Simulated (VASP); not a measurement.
Output of a VASP run:

### OSZICAR
```
       N       E                     dE             d eps       ncg     rms          rms(c)
DAV:   1    -0.118507315666E+03   -0.11851E+03   -0.64634E-04  1358   0.147E-01    0.529E-02
DAV:   2    -0.118507958311E+03   -0.64264E-03   -0.53310E-03  1366   0.417E-01    0.123E-01
DAV:   3    -0.118507166815E+03    0.79150E-03   -0.26125E-03  1390   0.297E-01    0.227E-02
DAV:   4    -0.118507160673E+03    0.61419E-05   -0.15602E-04  1396   0.559E-02    0.397E-03
DAV:   5    -0.118507161209E+03   -0.53589E-06   -0.75042E-06  1204   0.994E-03
   1 F= -.11850716E+03 E0= -.11850899E+03  d E =0.547493E-02
```

File OUTCAR:
```
------------------------ aborting loop because EDIFF is reached ----------------------------------------
  FORCE on cell =-STRESS in cart. coord.  units (eV):
  Direction    XX          YY          ZZ          XY          YZ          ZX
  --------------------------------------------------------------------------------------
  Total       -1.8516757     -1.8516755     -0.2105846     -0.0000002      0.0000000      0.0000000
  in kB       -6.5072972     -6.5072963     -0.7400522     -0.0000008      0.0000000      0.0000000
  external PRESSURE =      -4.5848819 kB  Pullay stress =       0.0000000 kB
  volume of cell :      455.91
      direct lattice vectors                 reciprocal lattice vectors
     4.644231467  0.000000000  0.000000000     0.215320879  0.124315549  0.000000000
    -2.322115236  4.022022146  0.000000000     0.000000000  0.248631152  0.000000000
     0.000000000  0.000000000 24.407121358     0.000000000  0.000000000  0.040971649
 POSITION                                       TOTAL-FORCE (eV/Angst)
 -----------------------------------------------------------------------------------
      0.00000      0.00000      8.25196        -0.000000     -0.000000     -0.003130
      2.32212      1.34067      9.00027         0.000000      0.000000      0.012391
     -0.00000      2.68135      9.76609         0.000000      0.000000      0.004940
      0.00000      0.00000     10.83000        -0.000000     -0.000000     -0.005279
      2.32212      1.34067     11.77610         0.000000      0.000000      0.029890
     -0.00000      2.68135     12.63102        -0.000000     -0.000000     -0.029890
      0.00000      0.00000     13.57712        -0.000000      0.000000      0.005279
      2.32212      1.34067     14.64103        -0.000000      0.000000     -0.004940
     -0.00000      2.68135     15.40685         0.000000     -0.000000     -0.012391
      0.00000      0.00000     16.15517         0.000000      0.000000      0.003130
 -----------------------------------------------------------------------------------
    total drift:                                0.000000      0.000000      0.000000
  FREE ENERGIE OF THE ION-ELECTRON SYSTEM (eV)
  ---------------------------------------------------
  free  energy   TOTEN  =      -118.5071612087 eV

  energy  without entropy=     -118.5126361430  energy(sigma->0) =     -118.50898619

 total charge

# of ion       s       p       d       tot
------------------------------------------
    1        0.412   6.036   2.491   8.940
    2        0.403   6.109   2.533   9.046
    3        0.371   6.175   2.372   8.918
    4        0.380   6.198   2.464   9.042
    5        0.379   6.173   2.459   9.011
    6        0.379   6.173   2.459   9.011
    7        0.380   6.198   2.464   9.042
    8        0.371   6.175   2.372   8.918
    9        0.403   6.109   2.533   9.046
   10        0.412   6.036   2.491   8.940
--------------------------------------------------
tot          3.891  61.382  24.638  89.911
```
(Selected blocks of OUTCAR.)

### POSCAR
```
Ta(111) slab
1
    4.6442314671     0.0000000000     0.0000000000
   -2.3221152360     4.0220221459     0.0000000000
    0.0000000000     0.0000000000    24.4071213583
Ta
10
Direct
  1.0000000000   1.0000000000   0.3380962243
  0.6666670000   0.3333330000   0.3687560234
  0.3333330000   0.6666670000   0.4001329279
  1.0000000000   0.0000000000   0.4437230366
  0.6666670000   0.3333330000   0.4824863876
  0.3333330000   0.6666670000   0.5175136124
  1.0000000000   1.0000000000   0.5562769634
  0.6666670000   0.3333330000   0.5998670721
  0.3333330000   0.6666670000   0.6312439766
  1.0000000000   0.0000000000   0.6619037757
```

Question: Reconstruct the remaining input files.

Answer: This is not unique; one that fits is the input of the run itself, PBEsol GGA, plane waves, VASP's PBE PAW potentials (set 64).

**INCAR**
```
LASPH  =  T   ! aspherical one-centre terms
LDIPOL  =  T
NELMIN  =  4
SIGMA  =  0.1
IDIPOL  =  3
LWAVE  =  F
EDIFF  =  1E-6
LCHARG  =  F
ALGO  =  Normal   ! blocked Davidson
LMAXMIX  =  6   ! l cut-off of mixed one-centre charges
ISMEAR  =  1
DIPOL  =  0.5 0.5 0.5
NELM  =  100
LORBIT  =  11   ! lm-projected
GGA  =  PS
LREAL  =  F
LVHAR  =  T
ENCUT  =  400   ! plane-wave cut-off (eV)
SYSTEM  =  Ta(111) slab
PREC  =  Normal
```

**KPOINTS**
```
Regular mesh
0
G
  7 7 1
```

POTCAR, in this order: Ta_pv (PBE.64 set). Program: vasp_std. Read from the step before: WAVECAR.

The cell is a thin slab with vacuum, built from Ta (bcc): (111) face.
